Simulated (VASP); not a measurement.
An input for Quantum ESPRESSO's pw.x (written as the equivalent of a VASP run, and not itself run):

```
&CONTROL
  calculation = 'scf'
  pseudo_dir = './pseudo'
  outdir = './out'
  tprnfor = .true.
  tstress = .true.
/
&SYSTEM
  ibrav = 0
  nat = 1
  ntyp = 1
  ecutwfc = 58
  occupations = 'smearing'
  smearing = 'methfessel-paxton'
  degauss = 0.00735
  input_dft = 'vdw-df-obk8'
/
&ELECTRONS
  conv_thr = 7.3e-09
  electron_maxstep = 100
/
ATOMIC_SPECIES
  Ta 180.948 Ta.upf
CELL_PARAMETERS angstrom
    -1.6896723    1.6896723    1.6896723
     1.6896723   -1.6896723    1.6896723
     1.6896723    1.6896723   -1.6896723
ATOMIC_POSITIONS crystal
  Ta   0.0000000  0.0000000  0.0000000
K_POINTS automatic
  15 15 15 0 0 0
```

### Question
Write the VASP files for the same calculation (optB88-vdW).

### Answer
Several could match; the one computed here: 
### POSCAR
```
Ta
1
   -1.6896722908     1.6896722908     1.6896722908
    1.6896722908    -1.6896722908     1.6896722908
    1.6896722908     1.6896722908    -1.6896722908
Ta
1
Direct
  0.0000000000   0.0000000000   0.0000000000
```

### INCAR
```
ENCUT = 520
LASPH = .True.   ! aspherical one-centre terms
LWAVE = .False.
EDIFF = 1E-7   ! SCF stop (eV)
ISMEAR = 1
NELM = 100
SYSTEM = Ta
PARAM1 = 0.1833333333
GGA = BO
LCHARG = .False.
PARAM2 = 0.22
SIGMA = 0.1
AGGAC = 0.0
PREC = Accurate
ISIF = 2
LUSE_VDW = .True.
LMAXMIX = 6   ! l cut-off of mixed one-centre charges
LREAL = .False.   ! projection in real space or not
ALGO = Normal   ! blocked Davidson
```

File KPOINTS:
```
Automatic mesh
0
Gamma
15 15 15
0 0 0
```

POTCAR, in this order: Ta_pv (PBE.64 set). Program: vasp_std.

What does not carry over: the potentials are each code's own (VASP's PAW set, PseudoDojo norm-conserving files in pw.x), so ENCUT and ecutwfc are chosen apart and not converted; conv_thr bounds pw.x's estimated SCF error, while EDIFF bounds the energy change between steps.

The compound is Ta in the bcc structure. This cell is one point of a volume scan, at 1.06 of the reference volume.
